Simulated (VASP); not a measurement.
Crystal: TiB2.

```
CELL_PARAMETERS angstrom
3.02593 0.00000 0.00000
-1.51296 2.62053 0.00000
0.00000 0.00000 3.22877
ATOMIC_POSITIONS crystal
Ti 0.00000 0.00000 0.00000
B 0.33333 0.66667 0.50000
B 0.66667 0.33333 0.50000
```

The cell is a database's computed one.

* Program: VASP 6.6.1
* Task: relaxation of cell and atoms
* Functional: PBEsol
* Potentials or basis: VASP PAW PBE potentials, release 64 (Ti_sv, B)
* Cutoff: 600 eV
* k mesh: 6 × 6 × 6
* Occupations: gaussian, width 0.1 eV
* Spin: no spin polarisation

At the start: pressure -4.0 GPa; volume 8.53 Å³/atom.

Task: How do energy, volume and symmetry change on relaxing?

Result: Over 5 steps the energy falls by 3.4 meV/atom and the volume is 8.38 Å³/atom (-1.8 %); space group P6/mmm (No. 191, to 0.05 Å).

Step by step:
| step | energy change (eV) | largest force (eV/Å) | pressure (GPa) | volume (Å³) |
| --- | --- | --- | --- | --- |
| 1 | 0.0000 | 0.0000 | -3.96 | 25.60 |
| 2 | -0.0062 | 0.0000 | 3.67 | 24.83 |
| 3 | -0.0088 | 0.0000 | 0.88 | 25.09 |
| 4 | -0.0102 | 0.0000 | -0.11 | 25.16 |
| 5 | -0.0102 | 0.0000 | -0.04 | 25.15 |

Final structure:
```cif
data_structure
_symmetry_space_group_name_H-M 'P 1'
_symmetry_Int_Tables_number 1
_cell_length_a 3.0249
_cell_length_b 3.0249
_cell_length_c 3.1743
_cell_angle_alpha 90.000
_cell_angle_beta 90.000
_cell_angle_gamma 120.000
_cell_volume 25.15
loop_
_atom_site_label
_atom_site_type_symbol
_atom_site_fract_x
_atom_site_fract_y
_atom_site_fract_z
_atom_site_occupancy
Ti1 Ti 0.00000 0.00000 0.00000 1
B1 B 0.33333 0.66667 0.50000 1
B2 B 0.66667 0.33333 0.50000 1
```

Caveat: the k mesh is coarse (spacing up to 0.40 Å⁻¹), so the values aren't converged; the PAW data sets were made with another functional, which shifts forces and pressure a little.
